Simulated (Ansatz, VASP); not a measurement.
# Cross-check of Ge (germanene, 1 layer) between VASP and Ansatz, part 2 of 2

One calculation is typed for both programs; each brings its own data sets. How far apart do they land? Of the first pair: The structure shown is the start of the Ansatz relaxation below; VASP solves that cell, so the two are compared at the walk's first step.

VASP 6.6.1 and Ansatz 0.2.0.

So far: The structure; Ansatz: relaxation, PBE; VASP: single point, PBE, start cell, pair 1.

## (3) VASP: single point, PBE, start cell, pair 1 (continued)

Level of this step: PBE; plane waves and PAW (Ge_d) (VASP).

Numbers of over 12 decimals in the logs are rounded to 6 here.

Parts of OUTCAR (step 3):

```text
ion  position               nearest neighbor table
   1  0.667  0.333  0.478-   2 2.44   2 2.44   2 2.44
   2  0.333  0.667  0.522-   1 2.44   1 2.44   1 2.44

  LATTYP: Found a hexagonal cell.
 ALAT       =     4.0600000000
 C/A-ratio  =     3.8645320197

 Subroutine GETGRP returns: Found 12 space group operations
 (whereof 12 operations were pure point group operations)

The static configuration has the point symmetry D_3d.

 Found     19 irreducible k-points:

   k-points           NKPTS =     19   k-points in BZ     NKDIM =     19   number of bands    NBANDS=     20

   dimension x,y,z NGX =    28 NGY =   28 NGZ =  108
   dimension x,y,z NGXF=    56 NGYF=   56 NGZF=  216

   ENCUT  =  410.0 eV  30.13 Ry    5.49 a.u.   6.70  6.70 25.90*2*pi/ulx,y,z

   NELECT =      28.0000    total number of electrons

 k-points in reciprocal lattice and weights: Automatic mesh
   0.00000000  0.00000000  0.00000000       0.007
   0.08333333  0.00000000  0.00000000       0.042
   0.16666667  0.00000000  0.00000000       0.042
   0.25000000 -0.00000000  0.00000000       0.042
   0.33333333  0.00000000  0.00000000       0.042
   0.41666667 -0.00000000  0.00000000       0.042
   0.50000000 -0.00000000  0.00000000       0.021
   0.08333333  0.08333333  0.00000000       0.042
   0.16666667  0.08333333  0.00000000       0.083
[...]
0.33333333  0.25000000  0.00000000       0.083
   0.33333333  0.33333333  0.00000000       0.014

 dipolmoment           0.000000      0.000000      0.000000 electrons x Angstroem

 average (electrostatic) potential at core
       1 -81.6641       2 -81.6641

 E-fermi :  -2.6176

 k-point     1 :       0.0000    0.0000    0.0000
  band No.  band energies     occupation
    ...
     10     -26.8615      2.00000
     11     -13.8014      2.00000
     12      -6.1420      2.00000
     13      -3.0851      1.99983
     14      -3.0851      1.99983
     15      -2.1935      0.00041
     16      -0.3101      0.00000
     17       1.2243      0.00000
     18       1.2243      0.00000
     19       1.7680      0.00000
    ...

 k-point     2 :       0.0833    0.0000    0.0000
  band No.  band energies     occupation
    ...
     10     -26.8538      2.00000
     11     -13.7267      2.00000
     12      -6.2096      2.00000
     13      -3.9392      2.00000
     14      -3.2395      1.99999
     15      -1.3208      0.00000
     16      -0.2773      0.00000
     17       1.1242      0.00000
     18       1.5074      0.00000
     19       1.8501      0.00000
    ...

 k-point     3 :       0.1667    0.0000    0.0000
  band No.  band energies     occupation
    ...
     10     -26.8399      2.00000
     11     -13.5041      2.00000
     12      -6.6301      2.00000
     13      -4.6546      2.00000
     14      -3.5954      2.00000
     15      -0.6985      0.00000
     16      -0.2244      0.00000
     17       1.3566      0.00000
     18       2.0804      0.00000
     19       2.1576      0.00000
    ...

  Total       -0.3867481     -0.3867481     -0.1579871      0.0000000      0.0000000      0.0000000
  in kB       -2.7665160     -2.7665158     -1.1301256      0.0000000      0.0000000      0.0000000
  external PRESSURE =      -2.2210525 kB  Pullay stress =       0.0000000 kB

  energy-cutoff  :      410.00
  volume of cell :      223.98
      direct lattice vectors                 reciprocal lattice vectors
     4.060000000  0.000000000  0.000000000     0.246305419  0.142204505  0.000000000
    -2.030000000  3.516063000  0.000000000     0.000000000  0.284409011  0.000000000
     0.000000000  0.000000000 15.690000000     0.000000000  0.000000000  0.063734863

 POSITION                                       TOTAL-FORCE (eV/Angst)
 -----------------------------------------------------------------------------------
      2.03000      1.17202      7.50000         0.000000     -0.000000      0.063181
      0.00000      2.34404      8.19000        -0.000000      0.000000     -0.063181
 -----------------------------------------------------------------------------------
    total drift:                               -0.000000      0.000000      0.000000

  FREE ENERGIE OF THE ION-ELECTRON SYSTEM (eV)
  ---------------------------------------------------
  free  energy   TOTEN  =        -8.0770823212 eV

  energy  without entropy=       -8.0751448765  energy(sigma->0) =       -8.07611360

 vacuum level on the upper side and lower side of the slab         1.856         1.856

 total charge
# of ion       s       p       d       tot
------------------------------------------
    1        1.184   1.122  10.003  12.309
    2        1.184   1.122  10.003  12.309
--------------------------------------------------
tot          2.368   2.245  20.005  24.618

[... 3 further parts left out ...]
```

## (4) Side by side

Known differences besides the potentials themselves: the cutoff is 420 eV in Ansatz and 410 eV in VASP. Total energies have different zeros and are not compared.

Forces (eV/Å; atoms numbered as in POSCAR):

| atom | Ansatz x, y, z | VASP x, y, z |
| --- | --- | --- |
| Ge1 | 0.000, 0.000, 0.064 | 0.000, 0.000, 0.063 |
| Ge2 | 0.000, 0.000, -0.064 | 0.000, 0.000, -0.063 |

The forces differ by 0.7 meV/Å r.m.s., which is 1.9 % of the r.m.s. force of 0.036 eV/Å (both taken over all components). Where the cell holds vacuum, a pressure given here is an average over it and none of the material.

## (5) Ansatz: relaxation, PBE

This run makes the geometry at which the two programs are then compared.

The structure compared here is the end of the Ansatz relaxation.

This is the run of step 2 again, met here at its other cell.

## (6) VASP: single point, PBE, cell relaxed in part, pair 2

The same cell, functional, mesh and smearing now go to VASP, with its own data sets.

Contents of INCAR:

```
SYSTEM = Ge
PREC = Accurate
ENCUT = 500
EDIFF = 1E-06
NELM = 120
ISMEAR = -1
SIGMA = 0.05
LREAL = .FALSE.
ALGO = Normal
GGA = PE
NBANDS = 20
LORBIT = 11
LWAVE = .FALSE.
LCHARG = .FALSE.
ISIF = 2
LDIPOL = .TRUE.
IDIPOL = 3
DIPOL = 0.5 0.5 0.5
LVHAR = .TRUE.
LASPH = .TRUE.
GGA_COMPAT = .FALSE.
NELMDL = -8
```

Contents of POSCAR:

```
Ge
1.0
    4.0428180319      0.0000000000      0.0000000000
   -2.0214090160      3.5011831185      0.0000000000
    0.0000000000      0.0000000000     15.6900000000
Ge
2
Direct
    0.6666666666      0.3333333332      0.4783742792
    0.3333333332      0.6666666666      0.5216257208
```

Contents of KPOINTS:

```
Automatic mesh
0
Gamma
12 12 1
0 0 0
```

The projector-augmented-wave data sets are Ge_d (PBE family, release 64).

On the command line:

```
mpirun -np 1 vasp_std
```

What it wrote:

```text
[... set-up lines as in an earlier step ...]
 entering main loop
       N       E                     dE             d eps       ncg     rms          rms(c)
DAV:   1     0.175415158178E+03    0.17542E+03   -0.14541E+04   872   0.172E+03
DAV:   2     0.159664549273E+02   -0.15945E+03   -0.15463E+03   864   0.374E+02
DAV:   3    -0.710857863490E+01   -0.23075E+02   -0.22962E+02   988   0.135E+02
DAV:   4    -0.818889855176E+01   -0.10803E+01   -0.10795E+01   932   0.328E+01
[...]
DAV:  20    -0.807894281523E+01   -0.73771E-05   -0.55085E-07   712   0.512E-03    0.393E-04
DAV:  21    -0.807894480225E+01   -0.19870E-05   -0.12354E-07   660   0.143E-03    0.187E-04
DAV:  22    -0.807894509558E+01   -0.29333E-06   -0.14017E-08   596   0.110E-03
   1 F= -.80789451E+01 E0= -.80779774E+01  d E =-.193531E-02
```

OUTCAR, selected parts (step 6):

```text
  Total       -0.0350491     -0.0350491     -0.0318353      0.0000000     -0.0000000     -0.0000000
  in kB       -0.2528514     -0.2528514     -0.2296665      0.0000000     -0.0000000     -0.0000000
  external PRESSURE =      -0.2451231 kB  Pullay stress =       0.0000000 kB

 POSITION                                       TOTAL-FORCE (eV/Angst)
 -----------------------------------------------------------------------------------
      2.02141      1.16706      7.50569         0.000000      0.000000     -0.001617
     -0.00000      2.33412      8.18431        -0.000000     -0.000000      0.001617
 -----------------------------------------------------------------------------------
    total drift:                                0.000000      0.000000      0.000000

  FREE ENERGIE OF THE ION-ELECTRON SYSTEM (eV)
  ---------------------------------------------------
  free  energy   TOTEN  =        -8.0789450956 eV

  energy  without entropy=       -8.0770097828  energy(sigma->0) =       -8.07797744

[... 1 part as in an earlier step ...]

[... 2 further parts left out ...]
[key lines of the parts left out:]
E-fermi :  -2.5966
```

## (7) Differences

What differs besides the data sets and the points named for the pairs above, as far as they apply: the cutoff is 420 eV in Ansatz and 500 eV in VASP; Ansatz's pressure holds a Pulay correction, VASP's none. Total energies have different zeros and are not compared.

Compared:

```
                                   quantity  Ansatz   VASP  difference
                             pressure (GPa)    0.00  -0.02       +0.03
 work function, lower of the two faces (eV)    4.47   4.47        0.00
work function, higher of the two faces (eV)    4.47   4.47        0.00
```

The largest component of a force difference here is 2 meV/Å. Where the cell holds vacuum, a pressure given here is an average over it and none of the material.

## (8) Summary of results

```yaml
r_m_s_force_difference_single_point_pbe_start_cell_pair_1: 0.69 meV/Å
difference_in_work_function_higher_of_the_two_faces_single_point_pbe_cell_relaxed_in_part_pair_2: 1.9e-4 eV
```

In words: The r.m.s. force difference is 0.69 meV/Å (single point, PBE, start cell, pair 1), within the 12 meV/Å picked in this series as the mark of a large difference. Such differences can come from data sets, numerical settings and the points named under the comparisons, not from the functional's error against experiment.

[Lines on the potential files, build, host, timing and source positions are cut from VASP's logs without a mark.]

[Logs are printed without paths, hosts, clocks, repeated set-up lines and the standing remarks that a program may print on its own settings, such as how far it seeks lower states.]

[Hosts, paths, dates, database ids (printed as entryN), source tags and the programs' standing remarks are cut or masked in the printed files.]
